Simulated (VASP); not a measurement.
These are LDA (Ceperley-Alder, Perdew-Zunger), VASP's LDA PAW potentials (set 64) (plane waves; VASP) values and carry that method's errors.

A VASP calculation is set up with these files.

**INCAR**
```
ALGO  =  Normal
EDIFF  =  1E-7
ENCUT  =  520
ISIF  =  2
ISMEAR  =  -5
LASPH  =  .TRUE.
LCHARG  =  .TRUE.
LMAXMIX  =  4
LORBIT  =  11
LREAL  =  .FALSE.
LWAVE  =  .FALSE.
NEDOS  =  601
NELM  =  100
PREC  =  Accurate
SYSTEM  =  InSb
```

**KPOINTS**
```
Automatic mesh
0
Gamma
11 11 11
0 0 0
```

### POSCAR
```
InSb
4.5625570
  0.0000000000   0.7071067524   0.7071067524
  0.7071067524   0.0000000000   0.7071067524
  0.7071067524   0.7071067524   0.0000000000
In Sb
1 1
Cart
  0.7071067524   0.7071067524   0.0000000000
  0.3535533762   0.3535533762   0.3535533762
```

POTCAR, in this order: In_d Sb (LDA.64 set). Program: vasp_std.

The run wrote:

**OUTCAR**
```
 ion  position               nearest neighbor table
   1  0.000  0.000  0.000-   2 2.79   2 2.79   2 2.79   2 2.79
   2  0.250  0.250  0.250-   1 2.79   1 2.79   1 2.79   1 2.79
  LATTYP: Found a face centered cubic cell.
 ALAT       =     6.4524297262
 Subroutine PRICEL returns:
 Original cell was already a primitive cell.
 Subroutine GETGRP returns: Found 24 space group operations
The static configuration has the point symmetry T_d .
The dynamic configuration has the point symmetry T_d .
 Subroutine INISYM returns: Found 24 space group operations
 Subroutine IBZKPT returns following result:
 Found     56 irreducible k-points:

 Following reciprocal coordinates:
            Coordinates               Weight
  0.000000  0.000000  0.000000      1.000000
  0.090909  0.000000  0.000000      8.000000
  0.181818  0.000000  0.000000      8.000000
  0.272727  0.000000  0.000000      8.000000
  0.363636  0.000000  0.000000      8.000000
  0.454545  0.000000  0.000000      8.000000
  0.090909  0.090909  0.000000      6.000000
  0.181818  0.090909  0.000000     24.000000
  0.272727  0.090909  0.000000     24.000000
...
```

OSZICAR:
```
       N       E                     dE             d eps       ncg     rms          rms(c)
DAV:   1     0.113005835947E+03    0.11301E+03   -0.81117E+03  1456   0.139E+03
DAV:   2    -0.123459570354E+00   -0.11313E+03   -0.11107E+03  1501   0.311E+02
DAV:   3    -0.814218737074E+01   -0.80187E+01   -0.79784E+01  1916   0.893E+01
DAV:   4    -0.836577640588E+01   -0.22359E+00   -0.22351E+00  1681   0.175E+01
DAV:   5    -0.837670063489E+01   -0.10924E-01   -0.10924E-01  2200   0.328E+00    0.441E+00
DAV:   6    -0.824940941498E+01    0.12729E+00   -0.18273E-01  1954   0.760E+00    0.249E+00
DAV:   7    -0.821793009157E+01    0.31479E-01   -0.79022E-02  1874   0.297E+00    0.571E-01
DAV:   8    -0.821619805271E+01    0.17320E-02   -0.73700E-03  2093   0.120E+00    0.338E-01
DAV:   9    -0.821625921349E+01   -0.61161E-04   -0.50364E-04  1664   0.241E-01    0.602E-02
DAV:  10    -0.821626181813E+01   -0.26046E-05   -0.19927E-05  1851   0.468E-02    0.325E-02
DAV:  11    -0.821626625386E+01   -0.44357E-05   -0.83617E-06  1606   0.372E-02    0.123E-02
DAV:  12    -0.821626619688E+01    0.56980E-07   -0.38988E-07  1717   0.864E-03
   1 F= -.82162662E+01 E0= -.82162662E+01  d E =0.000000E+00
```

OUTCAR:
```
------------------------ aborting loop because EDIFF is reached ----------------------------------------
  FORCE on cell =-STRESS in cart. coord.  units (eV):
  Direction    XX          YY          ZZ          XY          YZ          ZX
  --------------------------------------------------------------------------------------
  Total        0.0101667      0.0101667      0.0101667      0.0000000      0.0000000      0.0000000
  in kB        0.2425391      0.2425391      0.2425391      0.0000000      0.0000000      0.0000000
  external PRESSURE =       0.2425391 kB  Pullay stress =       0.0000000 kB
  volume of cell :       67.16
      direct lattice vectors                 reciprocal lattice vectors
     0.000000000  3.226214863  3.226214863    -0.154980378  0.154980378  0.154980378
     3.226214863  0.000000000  3.226214863     0.154980378 -0.154980378  0.154980378
     3.226214863  3.226214863  0.000000000     0.154980378  0.154980378 -0.154980378
  FREE ENERGIE OF THE ION-ELECTRON SYSTEM (eV)
  ---------------------------------------------------
  free  energy   TOTEN  =        -8.2162661969 eV

  energy  without entropy=       -8.2162661969  energy(sigma->0) =       -8.21626620

 total charge

# of ion       s       p       d       tot
------------------------------------------
    1        0.887   0.736   9.863  11.485
    2        1.145   1.343   0.022   2.511
--------------------------------------------------
tot          2.032   2.079   9.885  13.996
```
(Selected blocks of OUTCAR.)

OUTCAR:
```
 val. band max:        5.0215982245   @ k =   0.0000   0.0000   0.0000

 cond. band min:       5.0215983548   @ k =   0.0000   0.0000   0.0000


 Fermi energy:         5.0215364012

 k-point     1 :       0.0000    0.0000    0.0000
  band No.  band energies     occupation
      1      -9.5636      2.00000
      2      -9.5636      2.00000
      3      -9.5636      2.00000
      4      -9.4727      2.00000
      5      -9.4727      2.00000
      6      -5.8302      2.00000
      7       4.7260      2.00000
      8       5.0216      2.00000
      9       5.0216      2.00000
     10       5.0216      0.00000
     11       7.9298      0.00000
     12       7.9298      0.00000
     13       7.9298      0.00000

 k-point     2 :       0.0909    0.0000    0.0000
  band No.  band energies     occupation
      1      -9.5679      2.00000
      2      -9.5617      2.00000
      3      -9.5617      2.00000
      4      -9.4729      2.00000
      5      -9.4729      2.00000
      6      -5.7532      2.00000
      7       3.6014      2.00000
      8       4.8996      2.00000
      9       4.8996      2.00000
     10       5.7547      0.00000
     11       8.0898      0.00000
     12       8.0967      0.00000
     13       8.0967      0.00000

 k-point     3 :       0.1818    0.0000    0.0000
  band No.  band energies     occupation
      1      -9.5792      2.00000
      2      -9.5569      2.00000
      3      -9.5569      2.00000
      4      -9.4731      2.00000
      5      -9.4731      2.00000
      6      -5.5292      2.00000
      7       2.2713      2.00000
      8       4.6259      2.00000
      9       4.6259      2.00000
     10       5.9208      0.00000
     11       8.4515      0.00000
     12       8.4515      0.00000
     13       8.8390      0.00000

 k-point     4 :       0.2727    0.0000    0.0000
  band No.  band energies     occupation
      1      -9.5939      2.00000
      2      -9.5510      2.00000
      3      -9.5510      2.00000
...
```

For a metal the tetrahedron method with Blöchl corrections gives inexact stress and forces. Unless said otherwise, spin-orbit coupling is left out, though it shifts the bands of the heavy elements here.

The compound is InSb in the zinc blende structure. It was relaxed first.
